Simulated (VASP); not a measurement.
These are PBEsol GGA, VASP's PBE PAW potentials (set 64) (plane waves; VASP 6.6.1) values and carry that method's errors.

A VASP calculation is set up with these files.

File KPOINTS:
```
Automatic
0
gamma
  8 8 8
0 0 0
```

### POSCAR
```
PbTe
6.4412750
  0.0000000000   0.5000000295   0.5000000295
  0.5000000295   0.0000000000   0.5000000295
  0.5000000295   0.5000000295   0.0000000000
Te Pb
1 1
Cart
  0.5000000295   0.5000000295   0.5000000295
  0.0000000000   0.0000000000   0.0000000000
```

### INCAR
```
# general
SYSTEM =PbTe
PREC   =Accurate
ENCUT  =400
LREAL  =.FALSE.
LASPH  =.TRUE.

# electronic loop
EDIFF  =1E-7
NELM   =100
ALGO   =Normal
LMAXMIX=4

# smearing
ISMEAR =-5

# functional
GGA    =PS

# ions
ISIF   =2

# output
LWAVE  =.FALSE.
LCHARG =.TRUE.
LORBIT =11
NEDOS  =601
```

POTCAR, in this order: Te Pb_d (PBE.64 set). Program: vasp_std.

The resulting files:

### OUTCAR
```
 ion  position               nearest neighbor table
   1  0.500  0.500  0.500-   2 3.22   2 3.22   2 3.22   2 3.22   2 3.22   2 3.22
   2  0.000  0.000  0.000-   1 3.22   1 3.22   1 3.22   1 3.22   1 3.22   1 3.22
  LATTYP: Found a face centered cubic cell.
 ALAT       =     6.4412753806
 Subroutine PRICEL returns:
 Original cell was already a primitive cell.
 Subroutine GETGRP returns: Found 48 space group operations
The static configuration has the point symmetry O_h .
The dynamic configuration has the point symmetry O_h .
 Subroutine INISYM returns: Found 48 space group operations
 Subroutine IBZKPT returns following result:
 Found     29 irreducible k-points:

 Following reciprocal coordinates:
            Coordinates               Weight
  0.000000  0.000000  0.000000      1.000000
  0.125000  0.000000  0.000000      8.000000
  0.250000  0.000000  0.000000      8.000000
  0.375000  0.000000  0.000000      8.000000
  0.500000  0.000000  0.000000      4.000000
  0.125000  0.125000  0.000000      6.000000
  0.250000  0.125000  0.000000     24.000000
  0.375000  0.125000  0.000000     24.000000
  0.500000  0.125000  0.000000     24.000000
...
```

OSZICAR:
```
       N       E                     dE             d eps       ncg     rms          rms(c)
DAV:   1     0.136848577116E+03    0.13685E+03   -0.79839E+03   820   0.112E+03
DAV:   2     0.134151634806E+01   -0.13551E+03   -0.13324E+03   854   0.313E+02
DAV:   3    -0.813796823925E+01   -0.94795E+01   -0.94480E+01  1058   0.902E+01
DAV:   4    -0.836923942866E+01   -0.23127E+00   -0.23118E+00  1022   0.170E+01
DAV:   5    -0.837604838318E+01   -0.68090E-02   -0.68089E-02  1084   0.239E+00    0.343E+00
DAV:   6    -0.826452231771E+01    0.11153E+00   -0.25838E-01  1152   0.449E+00    0.213E+00
DAV:   7    -0.825874873088E+01    0.57736E-02   -0.75802E-02  1010   0.171E+00    0.882E-01
DAV:   8    -0.825900655765E+01   -0.25783E-03   -0.84146E-03   986   0.109E+00    0.127E-01
DAV:   9    -0.825896121554E+01    0.45342E-04   -0.93844E-04  1174   0.350E-01    0.385E-02
DAV:  10    -0.825896658048E+01   -0.53649E-05   -0.79479E-05   936   0.845E-02    0.231E-02
DAV:  11    -0.825896909999E+01   -0.25195E-05   -0.19028E-05  1004   0.347E-02    0.108E-02
DAV:  12    -0.825896908595E+01    0.14040E-07   -0.13459E-06   986   0.103E-02    0.650E-03
DAV:  13    -0.825896890804E+01    0.17791E-06   -0.87248E-08   648   0.233E-03    0.287E-03
DAV:  14    -0.825896895595E+01   -0.47907E-07   -0.17338E-07   516   0.454E-03
   1 F= -.82589690E+01 E0= -.82589690E+01  d E =0.000000E+00
```

File OUTCAR:
```
------------------------ aborting loop because EDIFF is reached ----------------------------------------
  FORCE on cell =-STRESS in cart. coord.  units (eV):
  Direction    XX          YY          ZZ          XY          YZ          ZX
  --------------------------------------------------------------------------------------
  Total        0.0085823      0.0085823      0.0085823     -0.0000000      0.0000000      0.0000000
  in kB        0.2058052      0.2058052      0.2058052     -0.0000000      0.0000000      0.0000000
  external PRESSURE =       0.2058052 kB  Pullay stress =       0.0000000 kB
  volume of cell :       66.81
      direct lattice vectors                 reciprocal lattice vectors
     0.000000000  3.220637690  3.220637690    -0.155248758  0.155248758  0.155248758
     3.220637690  0.000000000  3.220637690     0.155248758 -0.155248758  0.155248758
     3.220637690  3.220637690  0.000000000     0.155248758  0.155248758 -0.155248758
  FREE ENERGIE OF THE ION-ELECTRON SYSTEM (eV)
  ---------------------------------------------------
  free  energy   TOTEN  =        -8.2589689559 eV

  energy  without entropy=       -8.2589689559  energy(sigma->0) =       -8.25896896

 total charge

# of ion       s       p       d       tot
------------------------------------------
    1        1.376   1.989   0.019   3.385
    2        1.448   0.588   9.831  11.868
--------------------------------------------------
tot          2.825   2.578   9.850  15.252
```
(Selected blocks of OUTCAR.)

File OUTCAR:
```
 val. band max:        5.5864258509   @ k =   0.5000   0.0000   0.0000

 cond. band min:       6.2341559579   @ k =   0.5000   0.0000   0.0000


 Fermi energy:         5.5861822035

 k-point     1 :       0.0000    0.0000    0.0000
  band No.  band energies     occupation
      1     -11.0600      2.00000
      2     -11.0600      2.00000
      3     -11.0484      2.00000
      4     -11.0484      2.00000
      5     -11.0484      2.00000
      6      -6.5291      2.00000
      7      -0.0050      2.00000
      8       4.2149      2.00000
      9       4.2149      2.00000
     10       4.2149      2.00000
     11       9.6531      0.00000
     12       9.6531      0.00000
     13       9.6531      0.00000
     14      11.3209      0.00000

 k-point     2 :       0.1250    0.0000    0.0000
  band No.  band energies     occupation
      1     -11.0619      2.00000
      2     -11.0619      2.00000
      3     -11.0479      2.00000
      4     -11.0461      2.00000
      5     -11.0461      2.00000
      6      -6.3930      2.00000
      7      -0.4544      2.00000
      8       4.2551      2.00000
      9       4.2551      2.00000
     10       4.4649      2.00000
     11       8.8521      0.00000
     12       9.0467      0.00000
     13       9.0467      0.00000
     14      11.1328      0.00000

 k-point     3 :       0.2500    0.0000    0.0000
  band No.  band energies     occupation
      1     -11.0675      2.00000
      2     -11.0675      2.00000
      3     -11.0471      2.00000
      4     -11.0396      2.00000
      5     -11.0396      2.00000
      6      -6.0007      2.00000
      7      -1.4573      2.00000
      8       4.3806      2.00000
      9       4.3806      2.00000
     10       4.9183      2.00000
     11       7.6532      0.00000
     12       8.0047      0.00000
     13       8.0047      0.00000
     14      11.4418      0.00000

 k-point     4 :       0.3750    0.0000    0.0000
  band No.  band energies     occupation
...
```

Unless said otherwise, spin-orbit coupling is left out, though it shifts the bands of the heavy elements here.

The compound is PbTe in the rock salt structure. It was relaxed first.
